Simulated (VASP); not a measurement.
Write the native input for VASP 6.6.1 that does the following.

* Task: single point
* Functional: r2SCAN0
* Dispersion: D3(BJ)
* Potentials or basis: VASP PAW PBE potentials, release 64 (K_sv, Br)
* Cutoff: 520 eV
* k mesh: 1 × 1 × 1
* Occupations: gaussian, width 0.01 eV
* Spin: no spin polarisation
* Grid for exact exchange (PRECFOCK): Fast
* Exchange at q = 0: default
* Further INCAR settings: ALGO = Normal; EDIFF = 1e-07; NBANDS = 15

KBr, in a box:

```
CELL_PARAMETERS angstrom
12.00000 0.00000 0.00000
0.00000 10.00000 0.00000
0.00000 0.00000 11.00000
ATOMIC_POSITIONS crystal
K 0.60210 0.45914 0.55867
Br 0.40006 0.54506 0.44751
```

These files were run (other wordings do the same):

POSCAR

```
KBr
1.0
   12.0000000000      0.0000000000      0.0000000000
    0.0000000000     10.0000000000      0.0000000000
    0.0000000000      0.0000000000     11.0000000000
K Br
1 1
Cartesian
    7.2252500400      4.5914000000      6.1453499800
    4.8007500000      5.4506000000      4.9226500400
```

INCAR.step1

```
SYSTEM = KBr
PREC = Accurate
ENCUT = 520
EDIFF = 1E-5
ISMEAR = 0
SIGMA = 0.01
LREAL = .False.
LASPH = .True.
NELM = 100
ALGO = Normal
ISIF = 2
LWAVE = .True.
LCHARG = .False.
NBANDS = 15
GGA = PE
```

INCAR.step2

```
SYSTEM = KBr
PREC = Accurate
ENCUT = 520
EDIFF = 1E-7
ISMEAR = 0
SIGMA = 0.01
LREAL = .False.
LASPH = .True.
NELM = 100
ALGO = Normal
ISIF = 2
LWAVE = .False.
LCHARG = .False.
METAGGA = R2SCAN
LHFCALC = .True.
AEXX = 0.25
LMIXTAU = .True.
PRECFOCK = Fast
IVDW = 12
VDW_S6 = 1.0
VDW_S8 = 1.1846
VDW_A1 = 0.4534
VDW_A2 = 5.8972
NBANDS = 15
ISTART = 1
```

KPOINTS

```
Automatic mesh
0
Gamma
  1 1 1
  0 0 0
```

Potentials or basis: VASP PAW PBE potentials, release 64 (K_sv, Br).

Launch:

```sh
$ cat potpaw_PBE.64/K_sv/POTCAR potpaw_PBE.64/Br/POTCAR > POTCAR
$ cp INCAR.step1 INCAR
$ mpirun -np 1 vasp_gam > vasp.out
$ cp INCAR.step2 INCAR
$ mpirun -np 1 vasp_gam > vasp.out
```

Results of the run:

* Largest force: 0.018 eV/Å
* Gap between the frontier levels: 5.21 eV
* Dispersion energy per atom: -0.006 eV

Caveat: the PAW data sets were made with another functional, which shifts forces and pressure a little.

It took 14 min on 1 thread of Intel(R) Xeon(R) Platinum 8259CL CPU @ 2.50GHz (Skylake/Cascade Lake), on a shared host, peak memory 1.2 GiB.
